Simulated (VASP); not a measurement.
Data:

```xyz
2
Lattice="0.0000 2.4378 2.4378 2.4378 0.0000 2.4378 2.4378 2.4378 0.0000" Properties=species:S:1:pos:R:3 pbc="T T T"
B      0.0000     0.0000     0.0000
As     1.2189     1.2189     1.2189
```

Computed with PBE GGA, VASP's PBE PAW potentials (set 64) (plane waves; VASP). Settings: 520 eV cut-off, 9×9×9 Monkhorst-Pack mesh, Gaussian smearing of 0.050 eV, potentials B As.

Problem. Predict the energy per atom (σ→0), pressure.

Solution. 
| Quantity | Result |
|---|---|
| energy per atom (σ→0) | -5.699 eV/atom |
| pressure | -44.8 kbar |

The compound is BAs in the zinc blende structure. The cell was not relaxed at this level. The run is one of a series of settings (KPOINTS 9×9×9 Monkhorst-Pack mesh against the base run), some of them coarse on purpose.
